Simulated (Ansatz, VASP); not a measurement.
# HfTeS: VASP beside Ansatz

Wanted: the spread between two codes on one cell, functional and k mesh. The cell is taken from a series of runs on this material, whose earlier steps may have relaxed, scaled, displaced or heated it; both programs get it as it stands.

Method: plane waves, with VASP 6.6.1 beside it; PBEsol, in Ansatz 0.2.0.

## Step 1: The structure

The cell holds 3 atoms: 1 Hf, 1 S and 1 Te. Its edges and angles: a = 3.734 Å, b = 3.847 Å, c = 30.000 Å, α = 90.0°, β = 90.0°, γ = 119.0°. Vacuum lies along c.

## Step 2: Ansatz: zone-centre phonons, PBEsol

Ansatz runs on its PAW soft_1 files.

Second derivatives magnify differences that forces hide, and they need a tight electronic threshold.

Input file input.yaml:

```yaml
crystal:
  lattice:
    - [3.7343976054, 0.0, 0.0]
    - [-1.8671988027, 3.3634465217, 0.0]
    - [0.0, 0.0, 30.0]
  atoms:
    - { symbol: Hf, position: [0.0004346819, 0.0008693638, 0.3390292049] }
    - { symbol: S, position: [0.3299406771, 0.6598813543, 0.3809714647] }
    - { symbol: Te, position: [0.6696246409, 0.3392492818, 0.2766659972] }
  periodic: [true, true, false]
kpoints:
  mp_grid: { grid: [15, 15, 1] }
hamiltonian:
  xc: pbesol
  pseudopotentials: { kind: paw, azcp: { folder: soft_1 }, xc_functional: pbe }
scf:
  occupations: { method: methfessel_paxton, width: 0.2 }
output:
  eigenvalues: true
phonons:
  method: dfpt
```

The run is started by

```
> ansatz run input.yaml --threads 8 --pin off --max-ram 16384MiB --backend cpu --events-out ev --progress --plain --runs-dir out
```

Numbers of over 12 decimals in the logs are rounded to 6 here.

The program printed:

```text
zone centre: on kpoints.mp_grid the ground state, and the responses unless they are solved on pairs of k-points, stand on 64 of the mesh's 225 k-points, reduced under 2 symmetry operations, with k and −k counted as one. Each operation leaves every solved displacement unchanged or reverses it
Engine: ansatz 0.2.0, aarch64-unknown-linux-gnu
Pseudopotentials: kind: paw
Pseudopotential: Hf, paw, valence charge 26, recommended cutoff 420 eV (normal), soft_1/Hf.paw.azcp
Pseudopotential: S, paw, valence charge 6, recommended cutoff 420 eV (normal), soft_1/S.paw.azcp
Pseudopotential: Te, paw, valence charge 16, recommended cutoff 420 eV (normal), soft_1/Te.paw.azcp
Functional definition: PBEsol
  exchange = pbesol_x
  correlation = pbesol_c
Crystal: 3 atoms, lattice volume = 376.813 Å³
Basis set: ecut = 420 eV, 7405 PW (Γ), exchange–correlation on 54×54×432 points (8 copies of the dense FFT grid, shifted against one another)
Bands: 29, of which v1, the nominal top of the filled ones, is band 24 counted from 1 (23 counted from 0)
Symmetry: 2 space group operations
k-points: 64 of 225 (time reversal used)
Non-local potential: Hf, projectors of the file, l = 0: 3, l = 1: 2, l = 2: 2, l = 3: 3
Non-local potential: S, projectors of the file, l = 0: 2, l = 1: 2, l = 2: 1
Non-local potential: Te, projectors of the file, l = 0: 2, l = 1: 2, l = 2: 2, l = 3: 1
PAW form: soft (Blöchl's): semilocal exchange-correlation on the pseudo side does not see the compensation charge
PAW frozen core: Hf, regenerated for the run's functional, and the local potential with it (the file was generated under x = pbe(κ = 0.804, μ = 0.219515), c = pbe(β = 0.066725))
PAW frozen core: S, regenerated for the run's functional, and the local potential with it (the file was generated under x = pbe(κ = 0.804, μ = 0.219515), c = pbe(β = 0.066725))
PAW frozen core: Te, regenerated for the run's functional, and the local potential with it (the file was generated under x = pbe(κ = 0.804, μ = 0.219515), c = pbe(β = 0.066725))
PAW one-centre angular grid: Hf, 590 points (default); XC on 64 Gauss nodes
PAW one-centre angular grid: S, 110 points (default); XC on 64 Gauss nodes
PAW one-centre angular grid: Te, 590 points (default); XC on 64 Gauss nodes
Initial density: superposition of atomic densities (neutral atoms: chi_scale 0, normalization atom)
Initial wavefunctions: pseudopotential atomic-orbital guess
Functional: x = pbesol(κ = 0.804, μ = 0.123457), c = pbesol(β = 0.046)
SCF iter   1: F=—  HF=-23389.332824 eV  |F-HF|=—  |Δ(HF+E_count)|=         —  Δρ=1.79e-2  dr2=1.91e0  ethr=3.10e-3  ⟨swp⟩=12.9  Hψ=12460  notcnv=0
preconditioner: auto → LDOS  [insulator: Δε(μ)=0.189 eV  Ē_g=11.317 eV  σ=0.200 eV  W_gap=0.70  n_scr=32 (ndim 8)  ℏωp=10.5 eV  f_vac=0.764  D(μ)=0.16/eV (n_scr^D=2)  ε∞_Penn≈1.9  β→1.0]
SCF iter   2: F=—  HF=-23389.822126 eV  |F-HF|=—  |Δ(HF+E_count)|=   4.89e-1  S|Δr|=    0.00e0  Δρ=2.32e-2  dr2=3.91e0  ethr=3.10e-3  ⟨swp⟩=4.1  Hψ=5367  notcnv=0  defer=6
SCF iter   3: F=—  HF=-23388.792109 eV  |F-HF|=—  |Δ(HF+E_count)|=    1.03e0  S|Δr|=    0.00e0  Δρ=3.65e-3  dr2=1.43e-1  ethr=3.10e-3  ⟨swp⟩=4.4  Hψ=4406  notcnv=0  defer=6
SCF iter   4: F=—  HF=-23388.781545 eV  |F-HF|=—  |Δ(HF+E_count)|=   1.06e-2  S|Δr|=    0.00e0  Δρ=1.88e-3  dr2=8.50e-2  ethr=2.97e-4  ⟨swp⟩=3.0  Hψ=4303  notcnv=0  defer=6
SCF iter   5: F=—  HF=-23388.774177 eV  |F-HF|=—  |Δ(HF+E_count)|=   7.37e-3  S|Δr|=    0.00e0  Δρ=9.47e-4  dr2=1.16e-2  ethr=1.77e-4  ⟨swp⟩=1.8  Hψ=2385  notcnv=0  defer=5
SCF iter   6: F=—  HF=-23388.772595 eV  |F-HF|=—  |Δ(HF+E_count)|=   1.58e-3  S|Δr|=    0.00e0  Δρ=2.86e-4  dr2=6.70e-4  ethr=2.43e-5  ⟨swp⟩=2.9  Hψ=3535  notcnv=0  defer=5
SCF iter   7: F=—  HF=-23388.772533 eV  |F-HF|=—  |Δ(HF+E_count)|=   6.16e-5  S|Δr|=    0.00e0  Δρ=9.85e-5  dr2=8.68e-5  ethr=1.40e-6  ⟨swp⟩=3.1  Hψ=4075  notcnv=0  defer=5
SCF iter   8: F=—  HF=-23388.772520 eV  |F-HF|=—  |Δ(HF+E_count)|=   1.31e-5  S|Δr|=    0.00e0  Δρ=3.32e-5  dr2=4.86e-6  ethr=1.81e-7  ⟨swp⟩=3.4  Hψ=4245  notcnv=0  defer=5
SCF iter   9: F=—  HF=-23388.772525 eV  |F-HF|=—  |Δ(HF+E_count)|=   4.34e-6  S|Δr|=    0.00e0  Δρ=1.12e-5  dr2=6.09e-7  ethr=1.01e-8  ⟨swp⟩=3.0  Hψ=3899  notcnv=0  defer=5
SCF iter  10: F=—  HF=-23388.772607 eV  |F-HF|=—  |Δ(HF+E_count)|=   8.26e-5  S|Δr|=    0.00e0  Δρ=2.94e-6  dr2=6.44e-8  ethr=1.27e-9  ⟨swp⟩=3.0  Hψ=3793  notcnv=0  defer=5
SCF iter  11: F=—  HF=-23388.772607 eV  |F-HF|=—  |Δ(HF+E_count)|=   1.34e-7  S|Δr|=    0.00e0  Δρ=1.03e-6  dr2=3.64e-9  ethr=1.34e-10  ⟨swp⟩=3.2  Hψ=4083  notcnv=0  defer=5
SCF iter  12: F=—  HF=-23388.772607 eV  |F-HF|=—  |Δ(HF+E_count)|=   2.34e-8  S|Δr|=    0.00e0  Δρ=3.83e-7  dr2=8.55e-10  ethr=7.59e-12  ⟨swp⟩=3.0  Hψ=4002  notcnv=0  defer=5
SCF iter  13: F=—  HF=-23388.772607 eV  |F-HF|=—  |Δ(HF+E_count)|=   3.19e-9  S|Δr|=    0.00e0  Δρ=1.54e-7  dr2=1.60e-10  ethr=1.78e-12  ⟨swp⟩=3.1  Hψ=3850  notcnv=0  defer=5
SCF iter  14: F=—  HF=-23388.772607 eV  |F-HF|=—  |Δ(HF+E_count)|=   2.26e-9  S|Δr|=    0.00e0  Δρ=4.56e-8  dr2=2.03e-11  ethr=1.00e-12  ⟨swp⟩=1.8  Hψ=2282  notcnv=0  defer=5
SCF iter  15: F=-23388.772607 eV  HF=-23388.772607 eV  |F-HF|=1.38e-10  |Δ(HF+E_count)|=  7.53e-10  S|Δr|=    0.00e0  Δρ=1.78e-8  dr2=3.36e-12  ethr=1.00e-12  ⟨swp⟩=14.1  Hψ=13951  notcnv=0
SCF 1 converged in 15 iterations: F = -23388.772607 eV  dr2 = 3.36e-12
  greatest PAW one-centre occupation: 0.998 electrons in one spin orbital (limit 2), on the Hf atom at site 0 (counted from 0), in its partial waves of l = 3
DFPT response loops at Γ: preconditioner auto → none (partly filled bands, converged f_vac=0.772); β = 0.50; Broyden in place of MSR1
SCF converged after 15 iterations
Stability not checked: this state was not tested for a lower state beside it, because cold or Methfessel-Paxton smearing, or corrected tetrahedra, fill the levels in a way that the test cannot read (fill_not_monotonic; see scf.lower_state_search)
Free energy (F): -23388.772607 eV
Harris-Foulkes:  -23388.772607 eV  (|F-HF|=1.38e-10)
Internal energy: -23388.774753 eV  (E = F + TS)
E sigma→0 (E₀):  -23388.773144 eV
Entropy (-TS):   0.002146 eV (0.715 meV/atom)
Fermi energy:    -4.710427 eV
--- Per-component energies (eV) ---
  E_band       = -1177.270918
  E_kinetic    = 683.779566
  E_local      = -111045.506425  (includes V_loc(G=0)·N_el)
  E_nonlocal   = 170.564186
  E_hartree    = 54960.181398
  E_xc         = -472.860593
  E_vxc        = -437.447064  (∫ρ·V_xc dr)
  E_paw        = -12763.053532  (= ΣΔE_a)
  E_vpaw       = -469.024001  (= ΣTr[D̂ρ^β])
  E_aug_tail   = 0.000176  (compensation charges beyond the density's cutoff)
  E_ewald      = 45076.432654
  E_core_change = 1.687817  (= ΣΔE_core)
  E_smearing   = 0.002146  (= −TS)
  E_closure    = 0.000000  (closes the sum)
  Σ components = -23388.772607   (vs F -23388.772607, Δ=0.00e0)
--- Band table (eV; the first three rows and the last of 64) ---
  k-point 0: bands = [... 20 lower, -8.4831, -6.7726, -4.7693, -4.4785, -4.2033, -3.8936, -3.2463, -1.4639, ... 1 higher]
  k-point 1: bands = [... 20 lower, -8.4650, -6.6862, -5.3144, -4.7257, -4.0632, -3.6267, -3.0736, -1.3689, ... 1 higher]
  k-point 2: bands = [... 20 lower, -8.4169, -6.5682, -6.1363, -5.0864, -4.1114, -3.2197, -2.8033, -1.4245, ... 1 higher]
  k-point 63: bands = [... 20 lower, -8.6812, -7.9825, -7.1536, -6.7105, -3.9069, -2.9750, -2.0964, -1.2291, ... 1 higher]
--- Phonons (Γ-DFPT): 9 representative perturbations + reference, on 64 of 225 k-points (Σ response iterations 41) ---
  k mesh reduced under 2 symmetry operations, with k and −k counted as one. Each operation leaves every solved displacement unchanged or reverses it
  ASR residual: 5.010e-5 → 0.000e0 eV/Å²; symmetrization residual: 1.344e-5 eV/Å²
  ASR residual per site (eV/Å²): 4.97e-5 2.59e-5 5.01e-5
  Γ frequencies (cm⁻¹): 0.00 0.00 0.00 89.83 90.16 176.32 222.48 226.22 279.51
  non-analytic LO–TO correction: not included (Born effective charges unavailable; polar crystals: no LO–TO splitting at Γ)
```

The column dr2 measures how far the density is from self-consistency, as an energy; F and HF (Harris–Foulkes) agree once it is small.

(Continued in part 2 of 2.)

[Lines on the potential files, build, host, timing and source positions are cut from VASP's logs without a mark.]

[Logs are printed without paths, hosts, clocks, repeated set-up lines and the standing remarks that a program may print on its own settings, such as how far it seeks lower states.]

[Hosts, paths, dates, database ids (printed as entryN), source tags and the programs' standing remarks are cut or masked in the printed files.]
